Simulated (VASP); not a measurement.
A VASP calculation is set up with these files.

**POSCAR**
```
PbSe
1
    0.0000000000     3.0600000000     3.0600000000
    3.0600000000     0.0000000000     3.0600000000
    3.0600000000     3.0600000000     0.0000000000
Pb Se
1 1
Direct
  0.0000000000   0.0000000000   0.0000000000
  0.5000000000   0.5000000000   0.5000000000
```

KPOINTS:
```
Automatic mesh
0
Gamma
6 6 6
0 0 0
```

### INCAR
```
SYSTEM = PbSe
PREC = Accurate
ENCUT = 400
EDIFF = 1E-6
NELM = 100
ALGO = Normal
LREAL = .FALSE.
LASPH = .TRUE.
ISMEAR = 0
SIGMA = 0.05
GGA = PE
LMAXMIX = 4
LWAVE = .FALSE.
LCHARG = .FALSE.
ISIF = 2
NBANDS = 9
```

POTCAR, in this order: Pb_d Se (PBE.64 set). Program: vasp_std.

Does this input run properly? What does VASP do?

There is a fault: NBANDS is too small to hold all electrons. VASP stops with an error: The number of bands is not sufficient to hold all electrons. I am sorry, but this calculation does not make sense. If you want to calculate only selected states, you need to set either EFERMI or EREF. EREF specifies around which energy states are supposed to be calculated. I found NBANDS = 9, NELECT = 20. ----> I REFUSE TO CONTINUE WITH THIS SICK JOB ... BYE!!! <----

**standard output**
```
 POSCAR found type information on POSCAR PbSe
 POSCAR found :  2 types and       2 ions
 Reading from existing POTCAR
 Reading from existing POTCAR
 LDA part: xc-table for (Slater+PW92), standard interpolation

 -----------------------------------------------------------------------------
|                                                                             |
|     EEEEEEE  RRRRRR   RRRRRR   OOOOOOO  RRRRRR      ###     ###     ###     |
|     E        R     R  R     R  O     O  R     R     ###     ###     ###     |
|     E        R     R  R     R  O     O  R     R     ###     ###     ###     |
|     EEEEE    RRRRRR   RRRRRR   O     O  RRRRRR       #       #       #      |
|     E        R   R    R   R    O     O  R   R                               |
|     E        R    R   R    R   O     O  R    R      ###     ###     ###     |
|     EEEEEEE  R     R  R     R  OOOOOOO  R     R     ###     ###     ###     |
|                                                                             |
|     The number of bands is not sufficient to hold all electrons. I am       |
|     sorry, but this calculation does not make sense. If you want to         |
|     calculate only selected states, you need to set either EFERMI or        |
|     EREF. EREF specifies around which energy states are supposed to be      |
|     calculated.                                                             |
|     I found NBANDS = 9, NELECT = 20.                                        |
|                                                                             |
|       ---->  I REFUSE TO CONTINUE WITH THIS SICK JOB ... BYE!!! <----       |
|                                                                             |
 -----------------------------------------------------------------------------
```

To mend it, remove NBANDS.

The mended run (PBE GGA, plane waves, VASP's PBE PAW potentials (set 64)) converges, and its OSZICAR ends with
```
   1 F= -.81805950E+01 E0= -.81805949E+01  d E =-.228308E-06
```

The compound is PbSe in the rock salt structure. The cell was not relaxed at this level.
